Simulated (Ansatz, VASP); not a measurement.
**NaAu: VASP beside Ansatz**

Contents of INCAR:

```
PREC     = Accurate       # precision mode
ENCUT    = 520            # plane-wave cutoff, eV
EDIFF    = 1E-6           # SCF threshold, eV
ISMEAR   = 0              # smearing method
SIGMA    = 0.1            # smearing width, eV
LREAL    = False          # projectors in reciprocal space
LASPH    = True           # aspherical terms in the spheres
NELM     = 100            # most SCF steps
ALGO     = Normal         # electronic algorithm
ISIF     = 2              # what is computed and relaxed
LWAVE    = False          # write WAVECAR
LCHARG   = False          # write CHGCAR
GGA      = PE             # functional
NBANDS   = 16             # bands
```

KPOINTS

```
Automatic mesh
0
Gamma
  6 6 6
```

POSCAR

```
NaAu
1.0
    2.0451821000      1.1807864400      2.9506544700
   -2.0451821000      1.1807864400      2.9506544700
    0.0000000000     -2.3615728800      2.9506544700
Na Au
1 1
Direct
    0.5000000000      0.5000000000      0.5000000000
    0.0000000000      0.0000000000      0.0000000000
```

Input for Ansatz:

```yaml
crystal:
  lattice:
    - [2.0451821, 1.18078644, 2.95065447]
    - [-2.0451821, 1.18078644, 2.95065447]
    - [0.0, -2.36157288, 2.95065447]
  atoms:
    - { symbol: Na, position: [0.5, 0.5, 0.5] }
    - { symbol: Au, position: [0.0, 0.0, 0.0] }
basis:
  ecutwfc: 420
kpoints:
  mp_grid: { grid: [6, 6, 6] }
hamiltonian:
  xc: pbe
scf:
  occupations: { method: gaussian, width: 0.1 }
  lower_state_search: "off"
output:
  forces: true
  stress: true
  eigenvalues: true
```

Alike in both runs: task single point; functional PBE; k mesh 6 × 6 × 6; occupations gaussian, width 0.1 eV; no spin polarisation.

|  | VASP | Ansatz |
| --- | --- | --- |
| version | VASP 6.6.1 | Ansatz 0.2.0 |
| potentials or method | VASP PAW PBE potentials, release 64 (Na_pv, Au) | scalar-relativistic, plane waves, PAW |
| plane-wave cutoff (eV) | 520 | 420 |
| valence electrons in the cell | 18 | 28 |

Ansatz gave:

| Item | Value |
| --- | --- |
| gap on the k mesh at the Fermi level (eV) | 0.23 |
| least direct gap on the mesh (eV) | 0.91 |
| pressure (GPa) | 7.8 |
| largest component of the traceless stress (GPa) | 1.21 |

Question: Which values does VASP return?

Answer: gap on the k mesh at the Fermi level (eV): 0.24; least direct gap on the mesh (eV): 0.92; pressure (GPa): 7.7; largest component of the traceless stress (GPa): 1.20.

The two sets of potentials don't hold the same shells in valence.

Caveats: spin-orbit coupling is left out, which moves the levels of the heavy elements.
